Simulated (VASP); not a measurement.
# MgBCl5 (P4/mmm) in VASP: single point with PBE

Aim: the single point of MgBCl5 with PBE.

Everything below comes from runs of VASP 6.6.1. Logs are shortened: lines on timing, memory, paths and dates and some standing lists are left out, and cuts for length are marked.

### 1 Starting point

It takes space group P4/mmm (No. 123, tetragonal). The conventional cell has a = 4.601 Å, b = 4.601 Å, c = 7.004 Å, α = 90.00°, β = 90.00°, γ = 90.00°. Mg (site symmetry 4/mmm) has 8 Cl at 2.71 Å as nearest neighbours. B (site symmetry 4/mmm) has 12 Cl at 3.10 to 3.25 Å as nearest neighbours. Cl (site symmetry 2mm) has 2 Mg at 2.71 Å and 3 Cl at 2.86 to 3.10 Å and 2 B at 3.10 Å as nearest neighbours. Cl (site symmetry 4/mmm) has 8 Cl at 3.10 Å and 4 B at 3.25 Å and 2 Mg at 3.50 Å as nearest neighbours.

The cell was built by a generator and needn't be a form met in nature.

### 2 Single point, PBE

File INCAR:

```
  PREC = Accurate
  ENCUT = 520
  EDIFF = 1E-6
  ISMEAR = 0
  SIGMA = 0.1
  LREAL = F
  LASPH = T
  NELM = 100
  ALGO = Fast
  ISIF = 2
  LWAVE = F
  LCHARG = F
  GGA = PE
  NBANDS = 29
```

File KPOINTS:

```
Automatic mesh
0
Gamma
  8 8 6
```

File POSCAR:

```
MgBCl5
1.0
    4.6006988850      0.0000000000      0.0000000000
    0.0000000000      4.6006988850      0.0000000000
    0.0000000000      0.0000000000      7.0040843013
Mg B Cl
1 1 5
Direct
    0.0000000000      0.0000000000      0.0000000000
    0.5000000000      0.5000000000      0.5000000000
    0.5000000000      0.0000000000      0.7959117218
    0.5000000000      0.0000000000      0.2040882782
    0.0000000000      0.5000000000      0.7959117218
    0.0000000000      0.5000000000      0.2040882782
    0.0000000000      0.0000000000      0.5000000000
```

Potentials or basis: VASP PAW PBE potentials, release 64 (Mg, B, Cl).

Launch:

```sh
$ cat potpaw_PBE.64/Mg/POTCAR potpaw_PBE.64/B/POTCAR potpaw_PBE.64/Cl/POTCAR > POTCAR
$ mpirun -np 1 vasp_std > vasp.out
```

OUTCAR:

```text
PREC = Accurate
   ENCUT = 520
   EDIFF = 1E-6
   ISMEAR = 0
   LREAL = F
   LASPH = T
   NELM = 100
   ISIF = 2
   GGA = PE

 ion  position               nearest neighbor table
   1  0.000  0.000  0.000-   3 2.71   4 2.71   5 2.71   6 2.71   5 2.71   6 2.71   3 2.71   4 2.71

   2  0.500  0.500  0.500-
   3  0.500  0.000  0.796-   1 2.71   1 2.71
   4  0.500  0.000  0.204-   1 2.71   1 2.71
   5  0.000  0.500  0.796-   1 2.71   1 2.71
   6  0.000  0.500  0.204-   1 2.71   1 2.71
   7  0.000  0.000  0.500-

  LATTYP: Found a simple tetragonal cell.
 ALAT       =     4.6006988850
 C/A-ratio  =     1.5223957221

  Lattice vectors:

 A1 = (   4.6006988850,   0.0000000000,   0.0000000000)
 A2 = (   0.0000000000,   4.6006988850,   0.0000000000)
 A3 = (   0.0000000000,   0.0000000000,   7.0040843013)

Analysis of symmetry for initial positions (statically):
=====================================================================
 Subroutine PRICEL returns:
 Original cell was already a primitive cell.

 Routine SETGRP: Setting up the symmetry group for a
 simple tetragonal supercell.

 Subroutine GETGRP returns: Found 16 space group operations
 (whereof 16 operations were pure point group operations)
 out of a pool of 16 trial point group operations.

The static configuration has the point symmetry D_4h.

Analysis of symmetry for dynamics (positions and initial velocities):
=====================================================================
 Subroutine PRICEL returns:
 Original cell was already a primitive cell.

 Routine SETGRP: Setting up the symmetry group for a
 simple tetragonal supercell.

 Subroutine GETGRP returns: Found 16 space group operations
 (whereof 16 operations were pure point group operations)
 out of a pool of 16 trial point group operations.

The dynamic configuration has the point symmetry D_4h.

 Subroutine INISYM returns: Found 16 space group operations
 (whereof 16 operations are pure point group operations),
 and found     1 'primitive' translations

----------------------------------------------------------------------------------------

                                     Primitive cell

  volume of cell :     148.2515

  direct lattice vectors                    reciprocal lattice vectors
     4.600698885  0.000000000  0.000000000     0.217358281  0.000000000  0.000000000
     0.000000000  4.600698885  0.000000000     0.000000000  0.217358281  0.000000000
     0.000000000  0.000000000  7.004084301     0.000000000  0.000000000  0.142773838

  length of vectors
     4.600698885  4.600698885  7.004084301     0.217358281  0.217358281  0.142773838

  position of ions in fractional coordinates (direct lattice)
     0.000000000  0.000000000  0.000000000
     0.500000000  0.500000000  0.500000000
     0.500000000  0.000000000  0.795911722
     0.500000000  0.000000000  0.204088278
     0.000000000  0.500000000  0.795911722
     0.000000000  0.500000000  0.204088278
     0.000000000  0.000000000  0.500000000

  ion indices of the primitive-cell ions
   primitive index   ion index
                 1           1
                 2           2
                 3           3
                 4           4
                 5           5
                 6           6
                 7           7

----------------------------------------------------------------------------------------

 KPOINTS: Automatic mesh

Automatic generation of k-mesh.
 Grid dimensions read from file:
 generate k-points for:    8    8    6

 Generating k-lattice:

  Cartesian coordinates                     Fractional coordinates (reciprocal lattice)
     0.027169785  0.000000000  0.000000000     0.125000000  0.000000000  0.000000000
     0.000000000  0.027169785  0.000000000     0.000000000  0.125000000  0.000000000
     0.000000000  0.000000000  0.023795640     0.000000000  0.000000000  0.166666667

  Length of vectors
     0.027169785  0.027169785  0.023795640

  Shift w.r.t. Gamma in fractional coordinates (k-lattice)
     0.000000000  0.000000000  0.000000000

 Subroutine IBZKPT returns following result:
 ===========================================

 Found     60 irreducible k-points:

 Following reciprocal coordinates:
            Coordinates               Weight
  0.000000  0.000000  0.000000      1.000000
  0.125000  0.000000  0.000000      4.000000
  0.250000  0.000000  0.000000      4.000000
  0.375000  0.000000  0.000000      4.000000
  0.500000  0.000000  0.000000      2.000000
  0.125000  0.125000  0.000000      4.000000
[... 16 lines left out ...]
  0.375000  0.125000  0.166667     16.000000
  0.500000  0.125000  0.166667      8.000000
 [... further k-points ...]
   k-points           NKPTS =     60   k-points in BZ     NKDIM =     60   number of bands    NBANDS=     29
   number of dos      NEDOS =    301   number of ions     NIONS =      7
   total plane-waves  NPLWV =  69984
   dimension x,y,z NGX =    36 NGY =   36 NGZ =   54
   dimension x,y,z NGXF=    72 NGYF=   72 NGZF=  108
   ions per type =               1   1   5
   NGX,Y,Z   is equivalent  to a cutoff of  13.01, 13.01, 12.82 a.u.
   NGXF,Y,Z  is equivalent  to a cutoff of  26.02, 26.02, 25.63 a.u.
 SYSTEM =  unknown system
   PREC   = accura    normal or accurate (medium, high low for compatibility)
   ISTART =      0    job   : 0-new  1-cont  2-samecut
   ICHARG =      2    charge: 1-file 2-atom 10-const
   ISPIN  =      1    spin polarized calculation?
   LNONCOLLINEAR =      F non collinear calculations
   LSORBIT =      F    spin-orbit coupling
   LASPH  =      T    aspherical Exc in radial PAW
   ENCUT  =  520.0 eV  38.22 Ry    6.18 a.u.   8.55  8.55 13.02*2*pi/ulx,y,z
   NELM   =    100;   NELMIN=  2; NELMDL= -5     # of ELM steps
   EDIFF  = 0.1E-05   stopping-criterion for ELM
   LREAL  =      F    real-space projection
   EDIFFG = 0.1E-04   stopping-criterion for IOM
   NSW    =      0    number of steps for IOM
   IBRION =     -1    ionic relax: 0-MD 1-quasi-New 2-CG
   NFREE  =      0    steps in history (QN), initial steepest desc. (CG)
   ISIF   =      2    stress and relaxation
   ISYM   =      2    0-nonsym 1-usesym 2-fastsym
   POTIM  = 0.5000    time-step for ionic-motion
   TEBEG  =    0.0;   TEEND  =   0.0 temperature during run
   PSTRESS=    0.0 pullay stress
   NELECT =      40.0000    total number of electrons
   NUPDOWN=      -1.0000    fix difference up-down
   EMIN   =  10.00;   EMAX   =-10.00  energy-range for DOS
   EFERMI =   0.00;   METHOD = LEGACY
   ISMEAR =     0;   SIGMA  =   0.10  broadening in eV -4-tet -1-fermi 0-gaus
   EFERMI_NEDOS =   21; number of points for ismear=-14 and -15
   IALGO  =     68    algorithm
   IMIX   =      4    mixing-type and parameters
     AMIX     =   0.40;   BMIX     =  1.00
     AMIX_MAG =   1.60;   BMIX_MAG =  1.00
  volume/ion in A,a.u.               =      21.18       142.92
  Fermi-wavevector in a.u.,A,eV,Ry     =   1.057861  1.999067 15.225863  1.119069
  Thomas-Fermi vector in A             =   2.193149
   LORBIT       =      0    0 simple, 1 ext, 2 COOP (PROOUT), +10 PAW based schemes
   GGA     = PE    functional components
   LHFCALC =     F    Hartree Fock is set to
   AEXX    =    0.0000 exact exchange contribution
   IVDW    =     0    specifies the selected vdW correction
   LEPSILON=     F    determine dielectric tensor
   LRPA    =     F    only Hartree local field effects (RPA)
 non-spin polarized calculation
 RMM-DIIS sequential band-by-band and
 Gauss-broadening in eV      SIGMA  =   0.10
  energy-cutoff  :      520.00
  volume of cell :      148.25
 maximum number of plane-waves:      4014
 NGX is ok and might be reduce to    36
   NGX = 17   NGY = 17   NGZ = 27

 number of electron      40.0000017 magnetization

 Free energy of the ion-electron system (eV)
  ---------------------------------------------------
  ext. energy  EPLUGINS =         0.00000000
  ---------------------------------------------------
  free energy    TOTEN  =       -16.28763658 eV

  energy without entropy =      -16.25032995  energy(sigma->0) =      -16.26898326

 E-fermi :   1.3238     XC(G=0):  -9.0144

 val. band max:        1.3089353638   @ k =   0.3750   0.3750   0.3333
 cond. band min:       1.3268847688   @ k =   0.2500   0.1250   0.1667
 fundamental gap:      0.0179494049
 Fermi energy:         1.3238050278

 k-point     1 :       0.0000    0.0000    0.0000
  band No.  band energies     occupation
      1     -13.4800      2.00000
      2     -12.5319      2.00000
      3     -12.2185      2.00000
      4     -11.9111      2.00000
      5     -11.5925      2.00000
      6      -3.5255      2.00000
[... 21 lines left out ...]
     28       9.9030      0.00000
     29       9.9627      0.00000

 k-point     2 :       0.1250    0.0000    0.0000
  band No.  band energies     occupation
      1     -13.4361      2.00000
      2     -12.4976      2.00000
      3     -12.2608      2.00000
      4     -11.9164      2.00000
      5     -11.6294      2.00000
      6      -3.5944      2.00000
[... 21 lines left out ...]
     28       9.6464      0.00000
     29      10.0218      0.00000

 k-point     3 :       0.2500    0.0000    0.0000
  band No.  band energies     occupation
      1     -13.3103      2.00000
      2     -12.3993      2.00000
      3     -12.3901      2.00000
      4     -11.9221      2.00000
      5     -11.7340      2.00000
      6      -3.6955      2.00000
[... 21 lines left out ...]
     28       9.8637      0.00000
     29      10.0149      0.00000

 k-point     4 :       0.3750    0.0000    0.0000
  band No.  band energies     occupation
      1     -13.1241      2.00000
      2     -12.5861      2.00000
      3     -12.2502      2.00000
      4     -11.9215      2.00000
      5     -11.8896      2.00000
      6      -3.7353      2.00000
[... 597 lines left out ...]
     28       9.8721      0.00000
     29      10.0650      0.00000

 k-point    23 :       0.3750    0.1250    0.1667
  band No.  band energies     occupation
      1     -13.0582      2.00000
      2     -12.5802      2.00000
      3     -12.3398      2.00000
      4     -11.9659      2.00000
      5     -11.8121      2.00000
      6      -3.6492      2.00000
[... 21 lines left out ...]
     28      10.1222      0.00000
     29      10.4534      0.00000

 k-point    24 :       0.5000    0.1250    0.1667
  band No.  band energies     occupation
      1     -12.9107      2.00000
      2     -12.7255      2.00000
      3     -12.2288      2.00000
      4     -12.0734      2.00000
      5     -11.8212      2.00000
      6      -3.6351      2.00000
[... 21 lines left out ...]
     28      10.4730      0.00000
     29      11.0455      0.00000

 [... further k-points ...]
[... 5 lines left out ...]
  --------------------------------------------------------------------------------------
  -------------------------------------------------------------------------------------
  Total       -0.1429886     -0.1429886     -0.1369815      0.0000000      0.0000000      0.0000000
  in kB       -1.5453012     -1.5453012     -1.4803813      0.0000000      0.0000000      0.0000000
  external PRESSURE =      -1.5236612 kB  Pullay stress =       0.0000000 kB

 VOLUME and BASIS-vectors are now :
 -----------------------------------------------------------------------------
  energy-cutoff  :      520.00
  volume of cell :      148.25
      direct lattice vectors                 reciprocal lattice vectors
     4.600698885  0.000000000  0.000000000     0.217358281  0.000000000  0.000000000
     0.000000000  4.600698885  0.000000000     0.000000000  0.217358281  0.000000000
     0.000000000  0.000000000  7.004084301     0.000000000  0.000000000  0.142773838

 POSITION                                       TOTAL-FORCE (eV/Angst)
 -----------------------------------------------------------------------------------
      0.00000      0.00000      0.00000        -0.000000     -0.000000      0.000000
      2.30035      2.30035      3.50204        -0.000000     -0.000000      0.000000
      2.30035      0.00000      5.57463        -0.000000      0.000000      0.012200
      2.30035      0.00000      1.42945         0.000000      0.000000     -0.012200
      0.00000      2.30035      5.57463        -0.000000      0.000000      0.012200
      0.00000      2.30035      1.42945         0.000000      0.000000     -0.012200
      0.00000      0.00000      3.50204        -0.000000     -0.000000      0.000000
 -----------------------------------------------------------------------------------
    total drift:                                0.000000     -0.000000      0.000000

  FREE ENERGIE OF THE ION-ELECTRON SYSTEM (eV)
  ---------------------------------------------------
  free  energy   TOTEN  =       -16.2876365773 eV

  energy  without entropy=      -16.2503299460  energy(sigma->0) =      -16.26898326
```

Wall time 2.1 min (1 thread of Intel Xeon Platinum 8488C (Sapphire Rapids), shared host); peak memory 0.38 GiB.

Results:

- Free energy: -16.2876 eV
- Pressure: -0.2 GPa
- Largest force: 0.012 eV/Å
- Band gap on the k mesh: none (metal or under the smearing width)

Forces on the atoms (eV/Å):
```
Mg   0.000  0.000  0.000
B    0.000  0.000  0.000
Cl   0.000  0.000  0.012
Cl   0.000  0.000 -0.012
Cl   0.000  0.000  0.012
Cl   0.000  0.000 -0.012
Cl   0.000  0.000  0.000
```
